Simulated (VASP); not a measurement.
These are PBE GGA, VASP's PBE PAW potentials (set 64) (plane waves; VASP) values and carry that method's errors.

A VASP calculation is set up with these files.

### INCAR
```
# general
SYSTEM =Os
PREC   =Accurate
ENCUT  =480
LREAL  =.FALSE.
LASPH  =.TRUE.

# electronic loop
EDIFF  =1E-6
NELM   =100
ALGO   =Normal
LMAXMIX=6

# smearing
ISMEAR =1
SIGMA  =0.1

# functional
GGA    =PE

# ions
IBRION =2
NSW    =60
ISIF   =3
EDIFFG =-0.01

# output
LWAVE  =.FALSE.
LCHARG =.FALSE.
```

File POSCAR:
```
Os
1
    2.7300000000     0.0000000000     0.0000000000
   -1.3650000000     2.3642490000     0.0000000000
    0.0000000000     0.0000000000     4.3200000000
Os
2
Direct
  0.6666670000   0.3333330000   0.7500000000
  0.3333330000   0.6666670000   0.2500000000
```

### KPOINTS
```
Automatic mesh
0
Gamma
14 14 8
0 0 0
```

POTCAR, in this order: Os (PBE.64 set). Program: vasp_std.

The run wrote:

**OSZICAR**
```
       N       E                     dE             d eps       ncg     rms          rms(c)
DAV:   1     0.976981187825E+02    0.97698E+02   -0.72775E+03  2880   0.120E+03
DAV:   2    -0.171728705802E+02   -0.11487E+03   -0.10359E+03  3096   0.387E+02
DAV:   3    -0.237229251247E+02   -0.65501E+01   -0.61075E+01  3524   0.760E+01
DAV:   4    -0.238743093079E+02   -0.15138E+00   -0.14997E+00  3084   0.113E+01
DAV:   5    -0.238764277306E+02   -0.21184E-02   -0.21140E-02  3368   0.102E+00    0.236E+01
DAV:   6    -0.228055376705E+02    0.10709E+01   -0.11315E+00  3096   0.980E+00    0.109E+01
DAV:   7    -0.224788113783E+02    0.32673E+00   -0.83220E-01  3232   0.824E+00    0.479E-01
DAV:   8    -0.224730048827E+02    0.58065E-02   -0.76911E-03  2940   0.729E-01    0.287E-01
DAV:   9    -0.224709246803E+02    0.20802E-02   -0.14839E-03  3144   0.461E-01    0.572E-02
DAV:  10    -0.224709628993E+02   -0.38219E-04   -0.64379E-05  3152   0.803E-02    0.102E-02
DAV:  11    -0.224709312280E+02    0.31671E-04   -0.72420E-06  2988   0.322E-02    0.961E-04
DAV:  12    -0.224709306338E+02    0.59415E-06   -0.12592E-07  1536   0.384E-03
   1 F= -.22470931E+02 E0= -.22470505E+02  d E =-.224709E+02
       N       E                     dE             d eps       ncg     rms          rms(c)
DAV:   1    -0.230932504903E+02   -0.62232E+00   -0.24374E+01  2884   0.411E+01    0.102E+01
DAV:   2    -0.222863484282E+02    0.80690E+00   -0.10698E+00  2976   0.103E+01    0.446E+00
DAV:   3    -0.221598864896E+02    0.12646E+00   -0.51702E-01  3820   0.679E+00    0.449E-01
DAV:   4    -0.221631180505E+02   -0.32316E-02   -0.11191E-02  2920   0.789E-01    0.288E-01
DAV:   5    -0.221639858137E+02   -0.86776E-03   -0.91897E-04  3344   0.247E-01    0.496E-02
DAV:   6    -0.221640212051E+02   -0.35391E-04   -0.72386E-05  2940   0.919E-02    0.161E-02
DAV:   7    -0.221640254030E+02   -0.41979E-05   -0.42976E-06  3068   0.196E-02    0.138E-03
DAV:   8    -0.221640252628E+02    0.14018E-06   -0.13706E-07  1492   0.374E-03
   2 F= -.22164025E+02 E0= -.22163489E+02  d E =0.306905E+00
       N       E                     dE             d eps       ncg     rms          rms(c)
DAV:   1    -0.230781944586E+02   -0.91417E+00   -0.16247E+01  2880   0.352E+01    0.944E+00
DAV:   2    -0.225883214058E+02    0.48987E+00   -0.61720E-01  2964   0.849E+00    0.362E+00
DAV:   3    -0.224873960279E+02    0.10093E+00   -0.33523E-01  3624   0.574E+00    0.638E-01
DAV:   4    -0.224908902216E+02   -0.34942E-02   -0.64722E-03  2908   0.590E-01    0.119E-01
DAV:   5    -0.224912125129E+02   -0.32229E-03   -0.17167E-03  3716   0.426E-01    0.445E-02
DAV:   6    -0.224912580420E+02   -0.45529E-04   -0.90043E-05  2916   0.810E-02    0.282E-02
DAV:   7    -0.224912683295E+02   -0.10287E-04   -0.31209E-05  3372   0.705E-02    0.227E-03
DAV:   8    -0.224912685075E+02   -0.17805E-06   -0.87745E-07  1588   0.783E-03
   3 F= -.22491269E+02 E0= -.22490811E+02  d E =-.203379E-01
       N       E                     dE             d eps       ncg     rms          rms(c)
DAV:   1    -0.224913861690E+02   -0.11784E-03   -0.19062E-03  2888   0.373E-01    0.107E-01
DAV:   2    -0.224913250517E+02    0.61117E-04   -0.74249E-05  2968   0.882E-02    0.449E-02
DAV:   3    -0.224913166745E+02    0.83772E-05   -0.38263E-05  3572   0.610E-02    0.438E-03
DAV:   4    -0.224913171590E+02   -0.48451E-06   -0.87826E-07  1496   0.745E-03
   4 F= -.22491317E+02 E0= -.22490861E+02  d E =-.203865E-01
       N       E                     dE             d eps       ncg     rms          rms(c)
DAV:   1    -0.224926480658E+02   -0.13314E-02   -0.11188E-01  2932   0.295E+00    0.178E-01
DAV:   2    -0.224916180741E+02    0.10300E-02   -0.12124E-03  3484   0.459E-01    0.894E-02
DAV:   3    -0.224912990129E+02    0.31906E-03   -0.57688E-04  3204   0.205E-01    0.172E-02
DAV:   4    -0.224913003321E+02   -0.13192E-05   -0.37001E-05  2968   0.798E-02    0.886E-03
DAV:   5    -0.224912995371E+02    0.79504E-06   -0.58148E-07  1604   0.835E-03
   5 F= -.22491300E+02 E0= -.22490831E+02  d E =0.176219E-04
       N       E                     dE             d eps       ncg     rms          rms(c)
DAV:   1    -0.224919346634E+02   -0.63433E-03   -0.28536E-02  2932   0.149E+00    0.905E-02
DAV:   2    -0.224916661317E+02    0.26853E-03   -0.31030E-04  3480   0.232E-01    0.452E-02
DAV:   3    -0.224915848528E+02    0.81279E-04   -0.14680E-04  3180   0.104E-01    0.876E-03
DAV:   4    -0.224915851992E+02   -0.34640E-06   -0.94490E-06  2932   0.403E-02
   6 F= -.22491585E+02 E0= -.22491128E+02  d E =-.268040E-03
```

**OUTCAR**
```
------------------------ aborting loop because EDIFF is reached ----------------------------------------
  FORCE on cell =-STRESS in cart. coord.  units (eV):
  Direction    XX          YY          ZZ          XY          YZ          ZX
  --------------------------------------------------------------------------------------
  Total        0.0002465      0.0002465      0.0036676     -0.0000000      0.0000000      0.0000000
  in kB        0.0138373      0.0138373      0.2058427     -0.0000000      0.0000000      0.0000000
  external PRESSURE =       0.0778391 kB  Pullay stress =       0.0000000 kB
  volume of cell :       28.55
      direct lattice vectors                 reciprocal lattice vectors
     2.755422257  0.000000000  0.000000000     0.362920782  0.209532443 -0.000000000
    -1.377711128  2.386265310  0.000000000    -0.000000000  0.419064886  0.000000000
     0.000000000 -0.000000000  4.341597645     0.000000000 -0.000000000  0.230329957
 POSITION                                       TOTAL-FORCE (eV/Angst)
 -----------------------------------------------------------------------------------
      1.37771      0.79542      3.25620         0.000000      0.000000      0.000000
     -0.00000      1.59084      1.08540        -0.000000     -0.000000      0.000000
 -----------------------------------------------------------------------------------
    total drift:                               -0.000021      0.000012     -0.000020
  FREE ENERGIE OF THE ION-ELECTRON SYSTEM (eV)
  ---------------------------------------------------
  free  energy   TOTEN  =       -22.4915851992 eV

  energy  without entropy=      -22.4902123447  energy(sigma->0) =      -22.49112758

 reached required accuracy - stopping structural energy minimisation
```
(Selected blocks of OUTCAR.)

File CONTCAR:
```
Os
   1.00000000000000
     2.7554222566486239    0.0000000000000000    0.0000000000000000
    -1.3777111283243120    2.3862653102211815    0.0000000000000000
     0.0000000000000000   -0.0000000000000000    4.3415976446225439
  Os
     2
Direct
     0.6666669999999968    0.3333330000000032    0.7500000000000000
     0.3333330000000032    0.6666669999999968    0.2500000000000000
```

Energy and stress use the plane-wave basis of the starting cell.

The compound is Os in the hcp structure. This run relaxes it. Symmetry was kept, so distortions that lower it aren't found.
